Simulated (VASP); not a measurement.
The system is Al2O3.

```
Al O
1.0
     2.37700    1.37236    4.33000
    -2.37700    1.37236    4.33000
     0.00000   -2.74472    4.33000
Al O
4 6
Direct
  0.85228 0.85228 0.85228
  0.64772 0.64772 0.64772
  0.14772 0.14772 0.14772
  0.35228 0.35228 0.35228
  0.05640 0.44360 0.75000
  0.75000 0.05640 0.44360
  0.44360 0.75000 0.05640
  0.94360 0.55640 0.25000
  0.25000 0.94360 0.55640
  0.55640 0.25000 0.94360
```

Base run:

```yaml
Program: VASP 6.6.1
Functional: PBE
Potentials_or_basis: VASP PAW PBE potentials, release 64 (Al, O)
Cutoff: 520 eV
k_mesh: 4 × 4 × 4
Occupations: fermi-dirac, width 0.05 eV
Spin: no spin polarisation
```

Its results: band gap on the k mesh 6.26 eV, direct; pressure 8.1 GPa; largest force 0.057 eV/Å.

Question: The run is repeated on the same cell with these changes: functional from PBE to r2SCAN. What comes out?

Answer: Band gap on the k mesh 7.18 eV, direct; pressure 0.2 GPa; largest force 0.113 eV/Å.

r2SCAN gives the wider gap, since meta-GGAs in the generalised Kohn-Sham scheme recover part of the derivative discontinuity.

Caveats: the PAW data sets were made with another functional, which shifts forces and pressure a little (some runs).

A k mesh can miss the band edges.

Not every run made on this cell is shown here.
